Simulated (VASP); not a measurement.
# W: a series in a change of volume

How do stress and energy of W follow a change of volume?

Method: r2SCAN; plane waves and PAW (W_sv), in the first sound run; inputs show where later runs differ, in VASP 6.6.1.

Report form: the programs' logs are mostly left out.

**1. The starting structure**

It takes space group Im-3m (No. 229, cubic). The conventional cell has a = 3.160 Å, b = 3.160 Å, c = 3.160 Å, α = 90.00°, β = 90.00°, γ = 90.00°. Nearest to W lie 8 W at 2.74 Å.

Coordinates:

```xyz
1
Lattice="-1.5800 1.5800 1.5800 1.5800 -1.5800 1.5800 1.5800 1.5800 -1.5800" Properties=species:S:1:pos:R:3 pbc="T T T"
W     0.0000    0.0000    0.0000
```

**2. Relax the crystal, r2SCAN**

The series starts from the cell that this level prefers, so that zero strain is near zero stress.

This step took 2 runs in a row; the last is shown.

Level: r2SCAN; plane waves and PAW (W_sv).

File INCAR:

```
SYSTEM = W
PREC = Accurate
ENCUT = 450
EDIFF = 1E-07
NELM = 120
ISMEAR = 1
SIGMA = 0.15
LREAL = .FALSE.
ALGO = Normal
METAGGA = R2SCAN
LASPH = .TRUE.
NBANDS = 13
LORBIT = 11
LWAVE = .FALSE.
LCHARG = .FALSE.
KPAR = 8
IBRION = 2
NSW = 40
ISIF = 3
EDIFFG = -0.005
POTIM = 0.4
```

File POSCAR:

```
W
1.0
   -1.5865659841      1.5865659841      1.5865659841
    1.5865659841     -1.5865659841      1.5865659841
    1.5865659841      1.5865659841     -1.5865659841
W
1
Direct
    0.0000000000      0.0000000000      0.0000000000
```

File KPOINTS:

```
Automatic mesh
0
Gamma
26 26 26
0 0 0
```

Potentials, in the order of the species: W_sv (PBE family, release 64).

Run with:

```sh
$ mpirun -np 8 vasp_std
```

The job ended after 50 s (8 MPI ranks of Intel Xeon Platinum 8259CL at 2.50GHz (Skylake/Cascade Lake), shared host; peak memory 1.5 GiB).

Numbers from this step:

| Item | Value |
| --- | --- |
| energy(sigma→0) of the program | -51.3529 eV |
| stress, compression positive | xx, yy, zz -0.04, -0.04, -0.04 GPa |
| volume | 15.975 Å³ |
| ionic steps | 1 |

**3. Relax at fixed volume, r2SCAN**

One member in full: the volume is scaled by 0.99, and the cell is held.

Level: r2SCAN; plane waves and PAW (W_sv).

INCAR: that of step 2 with these lines changed.

```diff
@@ -15,7 +15,8 @@
 LCHARG = .FALSE.
-KPAR = 8
+KPAR = 2
 IBRION = 2
 NSW = 40
-ISIF = 3
-EDIFFG = -0.005
+ISIF = 2
+EDIFFG = -0.004
 POTIM = 0.4
+MAXMIX = 40
```

File POSCAR:

```
W
1.0
   -1.5812597037      1.5812597037      1.5812597037
    1.5812597037     -1.5812597037      1.5812597037
    1.5812597037      1.5812597037     -1.5812597037
W
1
Direct
    0.0000000000      0.0000000000      0.0000000000
```

KPOINTS is that of step 2.

Run with:

```sh
$ mpirun -np 2 vasp_std
```

Run time: 2.7 min. Hardware: 2 MPI ranks; peak memory 0.36 GiB; 4.3 min of CPU time.

This run gave:

| Quantity | Value |
| --- | --- |
| energy(sigma→0) of the program | -51.3512 eV |
| stress, compression positive | xx, yy, zz 3.23, 3.23, 3.23 GPa |
| ionic steps | 1 |

**4. All members**

The other members went through these steps as far as the tables show, with the same cutoff and, step by step, the same mesh; 9 runs are not shown. The session took 1.2 core hours (wall time by ranks) on a shared machine.

| volume over the relaxed volume | volume (Å³/atom) | pressure (GPa) | energy above the unstrained row, extrapolated to no smearing (meV/atom) |
| --- | --- | --- | --- |
| 0.940 | 15.016 | 22.268 | 63.620 |
| 0.960 | 15.336 | 14.063 | 27.375 |
| 0.980 | 15.655 | ? | ? |
| 0.990 | 15.815 | 3.228 | 1.663 |
| 1 | 15.975 | -0.037 | 0.000 |
| 1.010 | 16.134 | -3.144 | 1.515 |
| 1.020 | 16.294 | -6.100 | 6.054 |
| 1.040 | 16.614 | -11.591 | 23.634 |
| 1.060 | 16.933 | -16.554 | 51.660 |

**5. Stress from the known rows**

A least-squares cubic through the 8 rows shown, with u the logarithm of the volume ratio: pressure = − 665.5 u³ + 638.7 u² − 318.4 u − 0.03965 (GPa), r.m.s. residual 0.0033 GPa.

For the withheld row, u = -0.02020, the fit gives 6.659 GPa.

**6. Checking the prediction**

The calculation gives 6.660 GPa, so the prediction is 0.001 GPa too low.

A cubic of the pressure in ln(V/V₀) through all rows has the slope −B at V₀: B = 318 GPa, and its curvature gives B′ = 4.0.

**7. Outcome**

```
error of the predicted pressure : -0.001 GPa
bulk modulus                    : 318 GPa
```

What this shows: These are static values: temperature and zero-point motion are left out. In a metal the slopes also depend on mesh and smearing, which were held through the series.

[Lines on the potential files, build, host, timing and source positions are cut from VASP's logs without a mark.]

[Logs are printed without paths, hosts, clocks, repeated set-up lines and the standing remarks that a program may print on its own settings, such as how far it seeks lower states.]

[Hosts, paths, dates, database ids (printed as entryN), source tags and the programs' standing remarks are cut or masked in the printed files.]

[In band tables of VASP the shares of atoms and orbitals are scaled to a sum of 1 inside the atoms' spheres.]
